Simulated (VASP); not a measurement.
Method: LDA (Ceperley-Alder, Perdew-Zunger), VASP's LDA PAW potentials (set 64) (plane waves; VASP).

A VASP calculation is set up with these files.

### POSCAR
```
ZnSe
1.0
  0.0000000000   2.7862321164   2.7862321164
  2.7862321164   0.0000000000   2.7862321164
  2.7862321164   2.7862321164   0.0000000000
Zn Se
1 1
Cartesian
  0.0000000000   0.0000000000   0.0000000000
  1.3931160582   1.3931160582   1.3931160582
```

**INCAR**
```
! general
SYSTEM   =  ZnSe
PREC     =  Accurate
ENCUT    =  500   ! plane-wave cut-off (eV)
LREAL    =  .FALSE.   ! projection in real space or not
LASPH    =  .TRUE.

! electronic loop
EDIFF    =  1E-6
NELM     =  100   ! most electronic steps
ALGO     =  Normal   ! blocked Davidson
LMAXMIX  =  4   ! l cut-off of mixed one-centre charges

! smearing
ISMEAR   =  0   ! Gaussian
SIGMA    =  0.05

! ions
IBRION   =  2
NSW      =  40   ! most ionic steps
ISIF     =  3
EDIFFG   =  -0.02   ! ionic stop

! output
LWAVE    =  .FALSE.
LCHARG   =  .FALSE.
```

### KPOINTS
```
Automatic mesh
0
G
 8 8 8
0 0 0
```

POTCAR, in this order: Zn Se (LDA.64 set). Program: vasp_std.

Question: What does the run give for the energy per atom (σ→0), volume per atom, band gap (on the k-mesh)?

Answer: 
* **energy per atom (σ→0)**: -3.686 eV/atom
* **band gap (on the k-mesh)**: 1.26 eV
* **volume per atom**: 21.70 Å³/atom

File OSZICAR:
```
...
       N       E                     dE             d eps       ncg     rms          rms(c)
DAV:   1    -0.737404574151E+01   -0.21743E-02   -0.27397E-02   909   0.370E+00    0.324E-01
DAV:   2    -0.737221315351E+01    0.18326E-02   -0.67069E-03   894   0.237E+00    0.120E-01
DAV:   3    -0.737198775903E+01    0.22539E-03   -0.23353E-04   799   0.166E-01    0.575E-02
DAV:   4    -0.737192748090E+01    0.60278E-04   -0.35028E-05   887   0.817E-02    0.213E-02
DAV:   5    -0.737192040487E+01    0.70760E-05   -0.83793E-06  1130   0.562E-02    0.199E-03
DAV:   6    -0.737192048505E+01   -0.80184E-07   -0.20663E-06   592   0.228E-02
   2 F= -.73719205E+01 E0= -.73719205E+01  d E =-.490501E-04
```

The compound is ZnSe in the zinc blende structure. This run relaxes it. Symmetry was kept, so distortions that lower it aren't found.
